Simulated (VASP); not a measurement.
# CeC (Fm-3m) in VASP: electric field gradients with PBEsol

Aim: the electric field gradients of CeC with PBEsol.

All numbers are computed with VASP 6.6.1; they aren't measurements. Logs are shortened: lines on timing, memory, paths and dates and some standing lists are left out, and cuts for length are marked.

## Step 1: Starting point

The structure is cubic, space group Fm-3m (No. 225). Conventional cell: a = 5.192 Å, b = 5.192 Å, c = 5.192 Å, α = 90.00°, β = 90.00°, γ = 90.00°. Ce (site symmetry m-3m) has 6 C at 2.60 Å as nearest neighbours. C (site symmetry m-3m) is surrounded by 6 Ce at 2.60 Å.

The cell comes from a database or a generator and needn't be the stable form of this composition.

## Step 2: Electric field gradients, PBEsol, non-collinear spin, zero start, spin-orbit coupling

INCAR reads:

```
PREC = Accurate ; ENCUT = 520
EDIFF = 1E-8 ; ISMEAR = -1
SIGMA = 0.03 ; LREAL = F
LASPH = T ; NELM = 150
ALGO = Normal ; ISIF = 2
LWAVE = F ; LCHARG = F
LNONCOLLINEAR = T ; MAGMOM = 0 0 0 0 0 0
LORBIT = 11 ; LSORBIT = T
GGA_COMPAT = F ; LORBMOM = T
LMAXMIX = 6 ; GGA = PS
LEFG = T ; NBANDS = 28
```

KPOINTS reads:

```
regular mesh
0
Gamma
  12 12 12
```

POSCAR reads:

```
CeC
1.0
    0.0000000000      2.5960690000      2.5960690000
    2.5960690000      0.0000000000      2.5960690000
    2.5960690000      2.5960690000      0.0000000000
Ce C
1 1
Direct
    0.0000000000      0.0000000000      0.0000000000
    0.5000000000      0.5000000000      0.5000000000
```

Potentials or basis: VASP PAW PBE potentials, release 64 (Ce, C).

Launch:

```bash
$ cat potpaw_PBE.64/Ce/POTCAR potpaw_PBE.64/C/POTCAR > POTCAR
$ mpirun -np 1 vasp_ncl > vasp.out
```

OUTCAR:

```text
PREC = Accurate
   ENCUT = 520
   EDIFF = 1E-8
   ISMEAR = -1
   LREAL = F
   LASPH = T
   NELM = 150
   ISIF = 2
   LNONCOLLINEAR = T
   LORBIT = 11
   LSORBIT = T
   GGA = PS

 ion  position               nearest neighbor table
   1  0.000  0.000  0.000-   2 2.60   2 2.60   2 2.60   2 2.60   2 2.60   2 2.60
   2  0.500  0.500  0.500-   1 2.60   1 2.60   1 2.60   1 2.60   1 2.60   1 2.60

  LATTYP: Found a face centered cubic cell.
 ALAT       =     5.1921380000

  Lattice vectors:

 A1 = (   0.0000000000,   2.5960690000,   2.5960690000)
 A2 = (   2.5960690000,   0.0000000000,   2.5960690000)
 A3 = (   2.5960690000,   2.5960690000,   0.0000000000)

Analysis of symmetry for initial positions (statically):
=====================================================================
 Subroutine PRICEL returns:
 Original cell was already a primitive cell.

 Routine SETGRP: Setting up the symmetry group for a
 face centered cubic supercell.

 Subroutine GETGRP returns: Found 48 space group operations
 (whereof 48 operations were pure point group operations)
 out of a pool of 48 trial point group operations.

The static configuration has the point symmetry O_h .

Analysis of symmetry for dynamics (positions and initial velocities):
=====================================================================
 Subroutine PRICEL returns:
 Original cell was already a primitive cell.

 Routine SETGRP: Setting up the symmetry group for a
 face centered cubic supercell.

 Subroutine GETGRP returns: Found 48 space group operations
 (whereof 48 operations were pure point group operations)
 out of a pool of 48 trial point group operations.

The dynamic configuration has the point symmetry O_h .

Analysis of structural, dynamic, and magnetic symmetry:
=====================================================================
 Subroutine PRICEL returns:
 Original cell was already a primitive cell.

 Routine SETGRP: Setting up the symmetry group for a
 face centered cubic supercell.

 Subroutine GETGRP returns: Found 48 space group operations
 (whereof 48 operations were pure point group operations)
 out of a pool of 48 trial point group operations.

The overall configuration has the point symmetry O_h .

 Subroutine INISYM returns: Found 48 space group operations
 (whereof 48 operations are pure point group operations),
 and found     1 'primitive' translations

----------------------------------------------------------------------------------------

                                     Primitive cell

  volume of cell :      34.9928

  direct lattice vectors                    reciprocal lattice vectors
     0.000000000  2.596069000  2.596069000    -0.192598887  0.192598887  0.192598887
     2.596069000  0.000000000  2.596069000     0.192598887 -0.192598887  0.192598887
     2.596069000  2.596069000  0.000000000     0.192598887  0.192598887 -0.192598887

  length of vectors
     3.671395989  3.671395989  3.671395989     0.333591058  0.333591058  0.333591058

  position of ions in fractional coordinates (direct lattice)
     0.000000000  0.000000000  0.000000000
     0.500000000  0.500000000  0.500000000

  ion indices of the primitive-cell ions
   primitive index   ion index
                 1           1
                 2           2

----------------------------------------------------------------------------------------

 KPOINTS: regular mesh

Automatic generation of k-mesh.
 Grid dimensions read from file:
[... 878 lines left out ...]

 VOLUME and BASIS-vectors are now :
 -----------------------------------------------------------------------------
  energy-cutoff  :      520.00
  volume of cell :       34.99
      direct lattice vectors                 reciprocal lattice vectors
     0.000000000  2.596069000  2.596069000    -0.192598887  0.192598887  0.192598887
     2.596069000  0.000000000  2.596069000     0.192598887 -0.192598887  0.192598887
     2.596069000  2.596069000  0.000000000     0.192598887  0.192598887 -0.192598887

 POSITION                                       TOTAL-FORCE (eV/Angst)
 -----------------------------------------------------------------------------------
      0.00000      0.00000      0.00000         0.000000      0.000000      0.000000
      2.59607      2.59607      2.59607         0.000000      0.000000      0.000000
 -----------------------------------------------------------------------------------
    total drift:                                0.000000      0.000000      0.000000

  FREE ENERGIE OF THE ION-ELECTRON SYSTEM (eV)
  ---------------------------------------------------
  free  energy   TOTEN  =       -16.6180080502 eV

  energy  without entropy=      -16.6130658413  energy(sigma->0) =      -16.61553695

 Electric field gradients (V/A^2)
---------------------------------------------------------------------
 ion       V_xx      V_yy      V_zz      V_xy      V_xz      V_yz
---------------------------------------------------------------------
   1      -0.000    -0.000    -0.000     0.000     0.000     0.000
   2       0.000     0.000    -0.000     0.000     0.000     0.000
---------------------------------------------------------------------

 Electric field gradients after diagonalization (V/A^2)
 (convention: |V_zz| > |V_xx| > |V_yy|)
----------------------------------------------------------------------
 ion       V_xx      V_yy      V_zz     asymmetry (V_yy - V_xx)/ V_zz
----------------------------------------------------------------------
   1      -0.000    -0.000     0.001       0.000
   2      -0.000    -0.000     0.001       0.000
----------------------------------------------------------------------

           NMR quadrupolar parameters

 Cq : quadrupolar parameter    Cq=e*Q*V_zz/h
 eta: asymmetry parameters     (V_yy - V_xx)/ V_zz
 Q  : nuclear electric quadrupole moment in mb (millibarn)
----------------------------------------------------------------------
 ion       Cq(MHz)       eta       Q (mb)
----------------------------------------------------------------------
   1       0.000       0.000       1.000
   2       0.000       0.000       1.000
----------------------------------------------------------------------

 orbital moment (x)

 # of ion     p       d       f       tot
 ------------------------------------------------
  1         0.000  -0.000  -0.000  -0.000
  2        -0.000   0.000   0.000  -0.000
 ------------------------------------------------
           -0.000  -0.000  -0.000  -0.000

 orbital moment (y)

 # of ion     p       d       f       tot
 ------------------------------------------------
  1         0.000  -0.000   0.000   0.000
  2         0.000   0.000   0.000   0.000
 ------------------------------------------------
            0.000  -0.000   0.000   0.000

 orbital moment (z)

 # of ion     p       d       f       tot
 ------------------------------------------------
  1         0.000   0.000   0.000   0.000
  2         0.000   0.000   0.000   0.000
 ------------------------------------------------
            0.000   0.000   0.000   0.000

 Spin-Orbit-Coupling matrix elements

 Ion:    1  E_soc:     -0.7104128
 l=   1
     0.0000000    -0.1134969    -0.1134969
    -0.1134969     0.0000000    -0.1134969
    -0.1134969    -0.1134969     0.0000000
 l=   2
     0.0000000    -0.0002631     0.0000000    -0.0002631    -0.0009850
    -0.0002631     0.0000000    -0.0007387    -0.0002631    -0.0002462
     0.0000000    -0.0007387     0.0000000    -0.0007387     0.0000000
    -0.0002631    -0.0002631    -0.0007387     0.0000000    -0.0002462
    -0.0009850    -0.0002462     0.0000000    -0.0002462     0.0000000
 l=   3
     0.0000000    -0.0002776     0.0000000     0.0000000     0.0000000    -0.0005232    -0.0025862
    -0.0002776     0.0000000    -0.0004627     0.0000000    -0.0004627    -0.0007403    -0.0002776
     0.0000000    -0.0004627     0.0000000    -0.0018435    -0.0003307    -0.0005502     0.0000000
     0.0000000     0.0000000    -0.0018435     0.0000000    -0.0018435     0.0000000     0.0000000
     0.0000000    -0.0004627    -0.0003307    -0.0018435     0.0000000    -0.0005502     0.0000000
    -0.0005232    -0.0007403    -0.0005502     0.0000000    -0.0005502     0.0000000    -0.0005232
    -0.0025862    -0.0002776     0.0000000     0.0000000     0.0000000    -0.0005232     0.0000000

 Ion:    2  E_soc:     -0.0000038
 l=   1
     0.0000000    -0.0000006    -0.0000006
    -0.0000006     0.0000000    -0.0000006
    -0.0000006    -0.0000006     0.0000000
 l=   2
     0.0000000     0.0000000     0.0000000     0.0000000     0.0000000
     0.0000000     0.0000000     0.0000000     0.0000000     0.0000000
     0.0000000     0.0000000     0.0000000     0.0000000     0.0000000
     0.0000000     0.0000000     0.0000000     0.0000000     0.0000000
     0.0000000     0.0000000     0.0000000     0.0000000     0.0000000
 l=   3
     0.0000000     0.0000000     0.0000000     0.0000000     0.0000000     0.0000000     0.0000000
     0.0000000     0.0000000     0.0000000     0.0000000     0.0000000     0.0000000     0.0000000
     0.0000000     0.0000000     0.0000000     0.0000000     0.0000000     0.0000000     0.0000000
     0.0000000     0.0000000     0.0000000     0.0000000     0.0000000     0.0000000     0.0000000
     0.0000000     0.0000000     0.0000000     0.0000000     0.0000000     0.0000000     0.0000000
     0.0000000     0.0000000     0.0000000     0.0000000     0.0000000     0.0000000     0.0000000
     0.0000000     0.0000000     0.0000000     0.0000000     0.0000000     0.0000000     0.0000000

 total charge

# of ion       s       p       d       f       tot
--------------------------------------------------
    1        2.032   5.722   1.028   0.851   9.634
    2        0.906   1.345   0.000   0.000   2.251
--------------------------------------------------
tot          2.938   7.068   1.028   0.851  11.886

 magnetization (x)

# of ion       s       p       d       f       tot
--------------------------------------------------
    1       -0.000  -0.000   0.000   0.000  -0.000
    2       -0.000   0.000   0.000   0.000  -0.000
--------------------------------------------------
tot         -0.000  -0.000   0.000   0.000  -0.000

 magnetization (y)

# of ion       s       p       d       f       tot
--------------------------------------------------
    1       -0.000  -0.000   0.000  -0.000  -0.000
    2        0.000   0.000   0.000   0.000   0.000
--------------------------------------------------
tot         -0.000   0.000   0.000  -0.000  -0.000

 magnetization (z)

# of ion       s       p       d       f       tot
--------------------------------------------------
    1       -0.000  -0.000  -0.000   0.000  -0.000
    2        0.000  -0.000   0.000   0.000   0.000
--------------------------------------------------
tot         -0.000  -0.000  -0.000   0.000  -0.000
```

It took 4.1 min on 1 thread of Intel Xeon Platinum 8488C (Sapphire Rapids), shared host; peak memory 0.32 GiB.

What came out:

| Property | Result |
| --- | --- |
| Free energy | -16.6180 eV |
| Pressure | -4.8 GPa |
| Net moment | 0.00 μB per cell |
| Valence electrons inside the program's atomic spheres | Ce 9.63; C 2.25 |

Moments on the atoms (μB; x, y, z):
```
Ce  0.00 0.00 0.00
C   0.00 0.00 0.00
```

Electric field gradients, principal values (V/Å²):
```tsv
atom	Vxx	Vyy	Vzz
1 Ce	0.000	0.000	0.001
2 C	0.000	0.000	0.001
```

Caveat: the magnetic or orbital state may not be the lowest; the PAW data sets were made with another functional, which shifts forces and pressure a little. The state reached can hang on the start; a lower one may exist.
